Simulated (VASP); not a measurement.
Crystal: Ga8SbAs7.

```
Ga Sb As
1.0
    -5.72265    5.72265    0.00000
    -5.72265    0.00000    5.72265
     0.00000    5.72265    5.72265
Ga Sb As
8 1 7
Direct
  0.00452 0.00452 0.98645
  0.49972 0.00083 0.99972
  0.00083 0.49972 0.99972
  0.00452 0.00452 0.50452
  0.49972 0.49972 0.99972
  0.48645 0.00452 0.50452
  0.00452 0.48645 0.50452
  0.49972 0.49972 0.50083
  0.87500 0.87500 0.37500
  0.37497 0.87503 0.37503
  0.87503 0.37497 0.37503
  0.87503 0.87503 0.87497
  0.37497 0.37497 0.37503
  0.37497 0.87503 0.87497
  0.87503 0.37497 0.87497
  0.37500 0.37500 0.87500
```

The cell was built by a generator and needn't be a form met in nature.

Base run:

```yaml
Program: VASP 6.6.1
Functional: r2SCAN
Potentials_or_basis: VASP PAW PBE potentials, release 64 (Ga_d, Sb, As)
Cutoff: 520 eV
k_mesh: 6 × 6 × 6
Occupations: gaussian, width 0.03 eV
Spin: no spin polarisation
```

Its results: band gap on the k mesh 0.54 eV, direct.

Problem. The run is repeated on the same cell with these changes: functional from r2SCAN to TB-mBJ. What comes out?

Solution. Band gap on the k mesh 1.08 eV, direct.

Caveats: spin-orbit coupling is left out, which moves the levels of the heavy elements.
